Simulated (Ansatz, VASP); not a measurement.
# Cross-check of SrTiO3 between VASP and Ansatz, part 2 of 2

Wanted: the spread between two codes on one cell, functional and k mesh. The cell is taken from a series of VASP runs on this material, whose earlier steps may have relaxed, scaled or displaced it; both programs get it as it stands.

VASP 6.6.1 and Ansatz 0.2.0.

So far: Starting point; VASP: dielectric response, LDA.

## Step 3: Ansatz: dielectric response, LDA

Level of this step: Ansatz beside VASP: Kohn-Sham DFT, plane waves, LDA (Ansatz).

Ansatz runs on its default PAW (the set named soft_2) files.

The same cell, functional (in two slightly different forms) and mesh now go to Ansatz, which takes its cutoff from its data sets.

Contents of input.yaml:

```yaml
crystal:
  lattice:
    - [3.8221920531, 0.0, 0.0]
    - [0.0, 3.8221920531, 0.0]
    - [0.0, 0.0, 3.8833575071]
  atoms:
    - { symbol: Sr, position: [0.5, 0.5, 0.5] }
    - { symbol: Ti, position: [0.0, 0.0, 0.0] }
    - { symbol: O, position: [0.5, 0.0, 0.0] }
    - { symbol: O, position: [0.0, 0.5, 0.0] }
    - { symbol: O, position: [0.0, 0.0, 0.5] }
hamiltonian:
  xc: lda
  pseudopotentials: { kind: paw }
kpoints:
  mp_grid: { grid: [8, 8, 8] }
scf:
  occupations: { method: fixed }
dielectric:
  method: response
```

Run with:

```sh
> ansatz run input.yaml --threads 2 --pin off --max-ram 4608MiB --backend cpu --events-out ev --progress --plain --runs-dir out
```

Numbers of over 12 decimals in the logs are rounded to 6 here.

The log of the run:

```text
Engine: ansatz 0.2.0, aarch64-unknown-linux-gnu
Pseudopotentials: kind: paw
Pseudopotential: Sr, paw, valence charge 10, recommended cutoff 420 eV (normal), Sr.paw.azcp
Pseudopotential: Ti, paw, valence charge 12, recommended cutoff 420 eV (normal), Ti.paw.azcp
Pseudopotential: O, paw, valence charge 6, recommended cutoff 420 eV (normal), O.paw.azcp
Functional definition: SPW92
  exchange = slater_x
  correlation = pw_c
Crystal: 5 atoms, lattice volume = 56.733 Å³
Basis set: ecut = 420 eV, 1101 PW (Γ), exchange–correlation on 54×54×54 points (8 copies of the dense FFT grid, shifted against one another)
Bands: 25, of which v1, the nominal top of the filled ones, is band 20 counted from 1 (19 counted from 0)
Symmetry: 16 space group operations
k-points: 170 of 512 (irreducible under 2 space group operations, time reversal used)
Non-local potential: Sr, projectors of the file, l = 0: 3, l = 1: 2, l = 2: 2
Non-local potential: Ti, projectors of the file, l = 0: 3, l = 1: 2, l = 2: 3, l = 3: 1
Non-local potential: O, projectors of the file, l = 0: 2, l = 1: 2, l = 2: 1
PAW form: soft (Blöchl's): semilocal exchange-correlation on the pseudo side does not see the compensation charge
PAW frozen core: Sr, regenerated for the run's functional, and the local potential with it (the file was generated under x = pbe(κ = 0.804, μ = 0.219515), c = pbe(β = 0.066725))
PAW frozen core: Ti, regenerated for the run's functional, and the local potential with it (the file was generated under x = pbe(κ = 0.804, μ = 0.219515), c = pbe(β = 0.066725))
PAW frozen core: O, regenerated for the run's functional, and the local potential with it (the file was generated under x = pbe(κ = 0.804, μ = 0.219515), c = pbe(β = 0.066725))
PAW one-centre angular grid: Sr, 110 points (default); XC on 64 Gauss nodes
PAW one-centre angular grid: Ti, 590 points (default); XC on 64 Gauss nodes
PAW one-centre angular grid: O, 110 points (default); XC on 64 Gauss nodes
Initial density: superposition of atomic densities (neutral atoms: chi_scale 0, normalization atom), corrected by the library's trained network
Initial wavefunctions: pseudopotential atomic-orbital guess
Functional: x = slater, c = lda
SCF iter   1: F=—  HF=-7569.452899 eV  |F-HF|=—  |Δ(HF+E_count)|=         —  Δρ=1.89e-2  dr2=1.85e-1  ethr=1.77e-3  ⟨swp⟩=4.6  Hψ=18316  notcnv=0  defer=361
preconditioner: auto → Resta (q_TF=auto, 2.574 Å⁻¹)  ε∞=5.7  [insulator: Δε(μ)=1.578 eV  Ē_g=12.410 eV  n_scr=18 (ndim 8)  ℏωp=27.0 eV  f_vac=0.000  ε∞_Penn≈5.7]
SCF iter   2: F=—  HF=-7569.421261 eV  |F-HF|=—  |Δ(HF+E_count)|=   3.16e-2  Δρ=8.94e-3  dr2=3.32e-2  ethr=4.63e-4  ⟨swp⟩=2.0  Hψ=7549  notcnv=0  defer=381
SCF iter   3: F=—  HF=-7569.414596 eV  |F-HF|=—  |Δ(HF+E_count)|=   6.67e-3  Δρ=2.94e-3  dr2=3.22e-3  ethr=8.30e-5  ⟨swp⟩=2.0  Hψ=6072  notcnv=0  defer=388
SCF iter   4: F=—  HF=-7569.413748 eV  |F-HF|=—  |Δ(HF+E_count)|=   8.48e-4  Δρ=7.18e-4  dr2=1.55e-4  ethr=8.04e-6  ⟨swp⟩=2.0  Hψ=6031  notcnv=0  defer=486
SCF iter   5: F=—  HF=-7569.413720 eV  |F-HF|=—  |Δ(HF+E_count)|=   2.78e-5  Δρ=9.97e-5  dr2=6.03e-6  ethr=3.87e-7  ⟨swp⟩=1.8  Hψ=5613  notcnv=0  defer=333
SCF iter   6: F=—  HF=-7569.413721 eV  |F-HF|=—  |Δ(HF+E_count)|=   5.64e-7  Δρ=5.70e-5  dr2=1.45e-6  ethr=1.51e-8  ⟨swp⟩=2.0  Hψ=6601  notcnv=0  defer=189
SCF iter   7: F=—  HF=-7569.413720 eV  |F-HF|=—  |Δ(HF+E_count)|=   8.52e-7  Δρ=3.31e-5  dr2=4.77e-7  ethr=3.62e-9  ⟨swp⟩=2.0  Hψ=6586  notcnv=0  defer=177
SCF iter   8: F=—  HF=-7569.413720 eV  |F-HF|=—  |Δ(HF+E_count)|=   7.79e-8  Δρ=7.92e-6  dr2=3.18e-8  ethr=1.19e-9  ⟨swp⟩=2.0  Hψ=5446  notcnv=0  defer=177
SCF iter   9: F=—  HF=-7569.413720 eV  |F-HF|=—  |Δ(HF+E_count)|=   3.46e-9  Δρ=1.14e-6  dr2=7.44e-10  ethr=7.94e-11  ⟨swp⟩=2.2  Hψ=6186  notcnv=0  defer=177
SCF iter  10: F=-7569.413720 eV  HF=-7569.413720 eV  |F-HF|=3.64e-12  |Δ(HF+E_count)|=  3.64e-11  Δρ=1.13e-7  dr2=5.87e-12  ethr=1.00e-12  ⟨swp⟩=9.9  Hψ=18108  notcnv=0
SCF 1 converged in 10 iterations: F = -7569.413720 eV  dr2 = 5.87e-12
  greatest PAW one-centre occupation: 0.999 electrons in one spin orbital (limit 2), on the Ti atom at site 1 (counted from 0), in its partial waves of l = 0
DFPT response loops at Γ: preconditioner auto → none (the input reference at scf.mixing.eps_inf says where Resta's filter doesn't serve); β = 0.50; Broyden in place of MSR1
── the response to a field inside a basis, on 8×8×8 k-points: an SCF that follows is theirs, and a resumed run solves both again ──
Bands: 21, of which v1, the nominal top of the filled ones, is band 20 counted from 1 (19 counted from 0)
k-points: 40 of 512
Initial density: handed on by an earlier stage of this run
Initial wavefunctions: pseudopotential atomic-orbital guess (no wavefunctions were taken with the density)
Eigensolver: Dense (40 Hₖ)
SCF iter   1: F=—  HF=-7569.416531 eV  |F-HF|=—  |Δ(HF+E_count)|=         —  Δρ=7.25e-4  dr2=5.14e-5  ethr=1.00e-1
preconditioner: auto → Resta (q_TF=auto, 2.574 Å⁻¹)  ε∞=7.1  [insulator: Δε(μ)=2.091 eV  Ē_g=10.892 eV  n_scr=18 (ndim 8)  ℏωp=27.0 eV  f_vac=0.000  ε∞_Penn≈7.1]
SCF iter   2: F=—  HF=-7569.416515 eV  |F-HF|=—  |Δ(HF+E_count)|=   1.66e-5  Δρ=3.32e-4  dr2=1.81e-5  ethr=1.28e-7
SCF iter   3: F=—  HF=-7569.416512 eV  |F-HF|=—  |Δ(HF+E_count)|=   2.95e-6  Δρ=1.60e-4  dr2=3.68e-6  ethr=4.51e-8
SCF iter   4: F=—  HF=-7569.416511 eV  |F-HF|=—  |Δ(HF+E_count)|=   7.84e-7  Δρ=2.25e-5  dr2=1.59e-7  ethr=9.19e-9
SCF iter   5: F=-7569.416511 eV  HF=-7569.416511 eV  |F-HF|=5.12e-9  |Δ(HF+E_count)|=   4.20e-8  Δρ=3.40e-6  dr2=7.86e-9  ethr=3.97e-10
SCF 1 converged in 5 iterations: F = -7569.416511 eV  dr2 = 7.86e-9
DFPT response loops at Γ: mixed as the last ones told, above
SCF converged after 10 iterations
Free energy (F): -7569.413720 eV
Harris-Foulkes:  -7569.413720 eV  (|F-HF|=3.64e-12)
Internal energy: -7569.413720 eV  (E = F + TS)
E sigma→0 (E₀):  -7569.413720 eV
Fermi energy:    10.333903 eV
--- Per-component energies (eV) ---
  E_band       = -186.544806
  E_kinetic    = 1048.920391
  E_local      = -2327.983907  (includes V_loc(G=0)·N_el)
  E_nonlocal   = 361.997456
  E_hartree    = 811.163403
  E_xc         = -490.928774
  E_vxc        = -569.942156  (∫ρ·V_xc dr)
  E_paw        = -4035.313743  (= ΣΔE_a)
  E_vpaw       = -321.871083  (= ΣTr[D̂ρ^β])
  E_aug_tail   = 0.007707  (compensation charges beyond the density's cutoff)
  E_ewald      = -2938.187103
  E_core_change = 0.910850  (= ΣΔE_core)
  E_smearing   = -0.000000  (= −TS)
  E_closure    = -0.000000  (closes the sum)
  Σ components = -7569.413720   (vs F -7569.413720, Δ=0.00e0)
--- Band table (eV; the first three rows and the last of 170) ---
  k-point 0: bands = [... 16 lower, 9.0536, 9.9768, 9.9997, 9.9997, 12.1637, 12.1637, 12.1932, 14.9529, ... 1 higher]
  k-point 1: bands = [... 16 lower, 8.8463, 9.4771, 9.8975, 9.8975, 12.2187, 12.5379, 12.5379, 15.1008, ... 1 higher]
  k-point 2: bands = [... 16 lower, 8.5234, 8.5649, 9.7481, 9.7481, 12.2818, 13.2931, 13.2931, 15.1272, ... 1 higher]
  k-point 169: bands = [... 16 lower, 6.4516, 10.2891, 10.2891, 10.3339, 15.0500, 15.0500, 15.1345, 17.3562, ... 1 higher]
--- Dielectric response (ions clamped): 3 representative field directions + reference, inside a basis on a mesh of 512 k-points (Σ response iterations 15) ---
  ε∞ (high-frequency dielectric tensor):
        6.319699     0.000000     0.000000
        0.000000     6.319699     0.000000
        0.000000     0.000000     6.221210
  Born effective charges Z* (e; rows j = field, columns β = displacement):
    site 0:
         2.55966    0.00000    0.00000
         0.00000    2.55966    0.00000
         0.00000    0.00000    2.55689
    site 1:
         7.40817    0.00000    0.00000
         0.00000    7.40817    0.00000
         0.00000    0.00000    7.11829
    site 2:
        -5.83296    0.00000    0.00000
         0.00000   -2.05048    0.00000
         0.00000    0.00000   -2.05004
    site 3:
        -2.05048    0.00000    0.00000
         0.00000   -5.83296    0.00000
         0.00000    0.00000   -2.05004
    site 4:
        -2.08439    0.00000    0.00000
         0.00000   -2.08439    0.00000
         0.00000    0.00000   -5.57510
  Z* charge neutrality: 3.650e-3 e pre-enforcement
  solved inside a basis spanned on kpoints, on 8×8×8 k-points, its susceptibility summed on 12×12×12: ε∞ is read to err by 1.9e-2, Z* by 3.2e-2 e (field_mesh: kpoints solves on kpoints); Z* is corrected for what the basis lacks
```

The job ended after 2.3 min (2 threads of Arm Neoverse N1, shared host; peak memory 1.1 GiB).

## Step 4: Differences

Known differences besides the potentials themselves: the two LDA forms differ slightly; VASP's response is taken on the typed mesh, Ansatz refines its own for the field response alone; the cutoff is 420 eV in Ansatz and 560 eV in VASP; VASP's log shows a relativistic correction to its local exchange, Ansatz's none. Total energies have different zeros and are not compared.

Both answers:

```
                                     quantity  Ansatz   VASP  difference
                                        ε∞ xx    6.32   6.36     -0.59 %
                                        ε∞ yy    6.32   6.36     -0.59 %
                                        ε∞ zz    6.22   6.26     -0.60 %
Born charge of Sr1 (mean of the diagonal) (e)    2.56   2.56        0.00
Born charge of Ti2 (mean of the diagonal) (e)    7.31   7.35       -0.04
 Born charge of O3 (mean of the diagonal) (e)   -3.31  -3.32       +0.01
```

## Step 5: Outcome

| Item | Value |
| --- | --- |
| difference in ε∞ zz (dielectric response, LDA) | -0.60 % |

In words: The difference in ε∞ zz is -0.60 % (dielectric response, LDA), within the 5 % picked in this series as the mark of a large difference. How closely two codes agree says nothing of how well the functional describes the real material.

[Lines on the potential files, build, host, timing and source positions are cut from VASP's logs without a mark.]

[Logs are printed without paths, hosts, clocks, repeated set-up lines and the standing remarks that a program may print on its own settings, such as how far it seeks lower states.]

[Hosts, paths, dates, database ids (printed as entryN), source tags and the programs' standing remarks are cut or masked in the printed files.]
